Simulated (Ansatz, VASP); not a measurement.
# Pt2F in VASP and in Ansatz

```
Pt F
1.0
     4.42779    0.00000    0.00000
    -2.21390    3.83458    0.00000
     0.00000    0.00000    2.63805
Pt F
2 1
Direct
  0.33333 0.66667 0.50000
  0.66667 0.33333 0.50000
  0.00000 0.00000 0.00000
```

Alike in both runs: functional PBE; k mesh 12 × 12 × 18; occupations gaussian, width 0.1 eV; no spin polarisation.

Ansatz relaxed the structure, and its values are those at the end. VASP's run is a single point on that final structure, the one shown.

|  | VASP | Ansatz |
| --- | --- | --- |
| version | VASP 6.6.1 | Ansatz 0.2.0 |
| potentials or method | VASP PAW PBE potentials, release 64 (Pt, F) | scalar-relativistic, plane waves, PAW |
| plane-wave cutoff (eV) | 520 | 420 |
| valence electrons in the cell | 27 | 43 |

Ansatz gave:

| Property | Result |
| --- | --- |
| gap on the k mesh at the Fermi level (eV) | none |
| pressure (GPa) | 0.0 |

Problem. What did VASP give for the same quantities?

Solution. gap on the k mesh at the Fermi level (eV): none; pressure (GPa): -0.5.

A gap of «none» marks a metal or a gap that the smearing closes. The functional is the same, so the differences come from potentials, cutoffs and numerics. The two sets of potentials don't hold the same shells in valence.

Caveats: an odd number of electrons without spin polarisation forces a metal; a magnetic or distorted state may lie lower. The runs have no spin-orbit coupling, so splittings on Pt are missing.
